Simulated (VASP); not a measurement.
# Cl on the Cs site in Cs2LiYCl6, part 5 of 10

How easily does Cl on the Cs site form in Cs2LiYCl6? The host is relaxed first, then a supercell is run with and without the defect. The start is a cell from a database of measured crystal structures.

VASP 6.6.1, plane waves and PAW; the level of theory is named at each step.

So far. Step 6 (Relaxing the atoms): The run ended after 3 ionic steps, 0.003 eV below its first step, once the forces on the free atoms met EDIFFG = -0.03. Step 6 (Relaxing the atoms): Energy at zero smearing: -3.98333 eV.

## 7. Reference Cs

This step: LDA; plane waves and PAW (Cs_sv) (VASP 6.6.1).

System of this step: Cs. Symmetry: Im-3m, No. 229, cubic system. The conventional cell has a = 6.050 Å, b = 6.050 Å, c = 6.050 Å, α = 90.00°, β = 90.00°, γ = 90.00°.

The reference for Cs is its crystal, relaxed at the cutoff of the large cell.

File INCAR:

```
SYSTEM = Cs
PREC = Normal
ENCUT = 300
EDIFF = 1E-05
NELM = 120
ISMEAR = 1
SIGMA = 0.1
LREAL = Auto
ALGO = Fast
GGA = CA
NBANDS = 10
LORBIT = 11
LWAVE = .FALSE.
LCHARG = .FALSE.
IBRION = 2
NSW = 25
ISIF = 3
EDIFFG = -0.02
POTIM = 0.4
```

File POSCAR:

```
Cs
1.0
   -3.0250000000      3.0250000000      3.0250000000
    3.0250000000     -3.0250000000      3.0250000000
    3.0250000000      3.0250000000     -3.0250000000
Cs
1
Direct
    0.0000000000      0.0000000000      0.0000000000
```

File KPOINTS:

```
Automatic mesh
0
Gamma
6 6 6
0 0 0
```

Potentials, in the order of the species: Cs_sv (LDA family, release 64).

Command:

```console
$ export OMP_NUM_THREADS=5
$ mpirun -np 1 vasp_std
```

Output:

```text
[banner, memory and clock lines left out]
running    1 mpi-ranks, on    1 nodes
 distrk:  each k-point on    1 cores,    1 groups
 distr:  one band on    1 cores,    1 groups
 Offloading initialized ...    1 GPUs detected
 POSCAR found type information on POSCAR Cs
 POSCAR found :  1 types and       1 ions
 [... a notice as in an earlier step ...]

 LDA part: xc-table for (Slater(with rela. corr.)+CA(PZ))
 , standard interpolation
 POSCAR, INCAR and KPOINTS ok, starting setup
 FFT: planning ... GRIDC
 FFT: planning ... GRID_SOFT
 FFT: planning ... GRID
 WAVECAR not read
 entering main loop
       N       E                     dE             d eps       ncg     rms          rms(c)
DAV:   1     0.422106835941E+02    0.42211E+02   -0.23634E+03   320   0.436E+02
DAV:   2     0.273876969024E+01   -0.39472E+02   -0.38488E+02   376   0.915E+01
DAV:   3    -0.919070928038E+00   -0.36578E+01   -0.36457E+01   368   0.333E+01
DAV:   4    -0.964557733198E+00   -0.45487E-01   -0.45475E-01   458   0.458E+00
DAV:   5    -0.964791973330E+00   -0.23424E-03   -0.23423E-03   388   0.284E-01    0.131E-01
RMM:   6    -0.964114935088E+00    0.67704E-03   -0.10099E-03   329   0.150E-01    0.822E-02
RMM:   7    -0.964052427840E+00    0.62507E-04   -0.26406E-03   330   0.233E-01    0.364E-02
RMM:   8    -0.964074810832E+00   -0.22383E-04   -0.12118E-04   328   0.655E-02    0.584E-03
RMM:   9    -0.964074669542E+00    0.14129E-06   -0.16966E-05   273   0.222E-02
   1 F= -.96407467E+00 E0= -.96203753E+00  d E =-.964075E+00
 curvature:   0.00 expect dE= 0.000E+00 dE for cont linesearch  0.000E+00
 trial: gam= 0.00000 g(F)=  0.000E+00 g(S)=  0.496E-02 ort = 0.000E+00 (trialstep = 0.100E+01)
 search vector abs. value=  0.496E-02
 bond charge predicted
       N       E                     dE             d eps       ncg     rms          rms(c)
DAV:   1    -0.100061065099E+01   -0.36536E-01   -0.67962E-01   320   0.430E+00    0.734E-01
RMM:   2    -0.975883039570E+00    0.24728E-01   -0.27121E-02   330   0.872E-01    0.353E-01
RMM:   3    -0.968627637916E+00    0.72554E-02   -0.32881E-02   329   0.969E-01    0.679E-02
RMM:   4    -0.968617078518E+00    0.10559E-04   -0.13708E-03   326   0.272E-01    0.366E-02
RMM:   5    -0.968622928620E+00   -0.58501E-05   -0.28508E-04   329   0.109E-01    0.135E-02
RMM:   6    -0.968624865683E+00   -0.19371E-05   -0.39896E-05   272   0.397E-02
   2 F= -.96862487E+00 E0= -.96661315E+00  d E =-.455020E-02
[...]
3 F= -.97841551E+00 E0= -.97650521E+00  d E =-.143408E-01
[...]
4 F= -.97139130E+00 E0= -.96919767E+00  d E =-.731663E-02
 curvature:   0.02 expect dE= 0.596E-04 dE for cont linesearch  0.596E-04
 ZBRENT: bracketing found
 ZBRENT: interpolating
 opt :   6.2514  next Energy=    -0.980743 (dE=-0.167E-01)
 bond charge predicted
       N       E                     dE             d eps       ncg     rms          rms(c)
DAV:   1    -0.147732387695E+01   -0.50594E+00   -0.10281E+01   324   0.163E+01    0.284E+00
RMM:   2    -0.109659874253E+01    0.38073E+00   -0.42131E-01   329   0.349E+00    0.138E+00
RMM:   3    -0.980259481497E+00    0.11634E+00   -0.50952E-01   329   0.384E+00    0.248E-01
RMM:   4    -0.980022076666E+00    0.23740E-03   -0.21348E-02   323   0.104E+00    0.130E-01
RMM:   5    -0.979947486238E+00    0.74590E-04   -0.39542E-03   332   0.413E-01    0.418E-02
RMM:   6    -0.979965022655E+00   -0.17536E-04   -0.43567E-04   323   0.135E-01    0.339E-02
RMM:   7    -0.979959346485E+00    0.56762E-05   -0.82079E-05   288   0.618E-02
   5 F= -.97995935E+00 E0= -.97805069E+00  d E =-.158847E-01
 curvature:  -0.97 expect dE=-0.175E-04 dE for cont linesearch -0.175E-04
 trial: gam=-0.05656 g(F)=  0.616E-64 g(S)=  0.180E-04 ort = 0.299E-03 (trialstep = 0.205E+01)
 search vector abs. value=  0.652E-07
 reached required accuracy - stopping structural energy minimisation
```

It took 73 s on 1 × NVIDIA H100 80GB HBM3, 81559 MiB with 1 MPI rank of AMD EPYC 7R13 (Zen 3), card shared with another run, shared host; peak memory 1.6 GiB.

Parts of OUTCAR (step 7):

```text
   k-points           NKPTS =     16   k-points in BZ     NKDIM =     16   number of bands    NBANDS=     10

   ENCUT  =  300.0 eV  22.05 Ry    4.70 a.u.   7.40  7.40  7.40*2*pi/ulx,y,z

   NELECT =       9.0000    total number of electrons

 E-fermi :   0.8108

 k-point     1 :       0.0000    0.0000    0.0000
  band No.  band energies     occupation
      1     -22.9135      2.00000
      2      -9.6058      2.00000
      3      -9.6058      2.00000
      4      -9.6058      2.00000
      5      -1.0766      2.00000
      6       3.3373      0.00000
      7       3.3373      0.00000
      8       3.3373      0.00000
      9       4.3914      0.00000
     10       4.3914      0.00000

  Total       -0.0124569     -0.0124569     -0.0124569     -0.0000000      0.0000000     -0.0000000
  in kB       -0.2101967     -0.2101967     -0.2101967     -0.0000000      0.0000000     -0.0000000
  external PRESSURE =      -0.2101967 kB  Pullay stress =       0.0000000 kB

 POSITION                                       TOTAL-FORCE (eV/Angst)
 -----------------------------------------------------------------------------------
      0.00000      0.00000      0.00000        -0.000000     -0.000000      0.000000
 -----------------------------------------------------------------------------------
    total drift:                               -0.000000     -0.000000      0.000000

  FREE ENERGIE OF THE ION-ELECTRON SYSTEM (eV)
  ---------------------------------------------------
  free  energy   TOTEN  =        -0.9799593465 eV

  energy  without entropy=       -0.9742333877  energy(sigma->0) =       -0.97805069

[... 2 parts as in an earlier step ...]

[... 14 further parts left out ...]
```

CONTCAR:

```
Cs
    1.000000000000000
    -2.8739471277224400    2.8739471277224400    2.8739471277224400
     2.8739471277224400   -2.8739471277224400    2.8739471277224400
     2.8739471277224400    2.8739471277224400   -2.8739471277224400
  Cs
     1
Direct
     0.0000000000000000    0.0000000000000000    0.0000000000000000
```

This run has no spin polarisation. Its electron count is odd, so without a moment it is a metal by construction. The k-mesh is coarse for a metal.

Relaxation path:

| step | energy less that of the first step (eV) | largest force (eV/Å) | pressure (GPa) | volume (Å³) |
| --- | --- | --- | --- | --- |
| 1 | 0.0000 | 0.0000 | -0.30 | 110.72 |
| 2 | -0.0045 | 0.0000 | -0.26 | 108.09 |
| 3 | -0.0143 | 0.0000 | -0.14 | 100.44 |
| 4 | -0.0073 | 0.0000 | 0.27 | 86.25 |
| 5 | -0.0159 | 0.0000 | -0.02 | 94.95 |

| conventional cell, symmetrised | before | after | change |
| --- | --- | --- | --- |
| a (Å) | 6.050 | 5.748 | -5.0 % |
| b (Å) | 6.050 | 5.748 | -5.0 % |
| c (Å) | 6.050 | 5.748 | -5.0 % |
| volume (Å³/atom) | 110.72 | 94.95 | -14.2 % |

Final coordinates:

```
Cs
1.0
    -2.87395    2.87395    2.87395
     2.87395   -2.87395    2.87395
     2.87395    2.87395   -2.87395
Cs
1
Direct
  0.00000 0.00000 0.00000
```

This step gave:

```
electronic cycles                               : 38
electrons                                       : 9
free energy (TOTEN)                             : -0.9800 eV
energy at zero smearing                         : -0.9781 eV
Fermi energy                                    : 0.8108 eV
labelled metallic, from the levels on this mesh : yes
```

The run ended after 5 ionic steps, 0.016 eV below its first step, once forces and stress met EDIFFG = -0.02.

Energy at zero smearing: -0.97805 eV.

(Continued in part 6 of 10.)

[Lines on the potential files, build, host, timing and source positions are cut from VASP's logs without a mark.]

[Logs are printed without paths, hosts, clocks, repeated set-up lines and the standing remarks that a program may print on its own settings, such as how far it seeks lower states.]

[Hosts, paths, dates, database ids (printed as entryN), source tags and the programs' standing remarks are cut or masked in the printed files.]

[In band tables of VASP the shares of atoms and orbitals are scaled to a sum of 1 inside the atoms' spheres.]

[Runs that stopped without an error message from VASP are left out.]
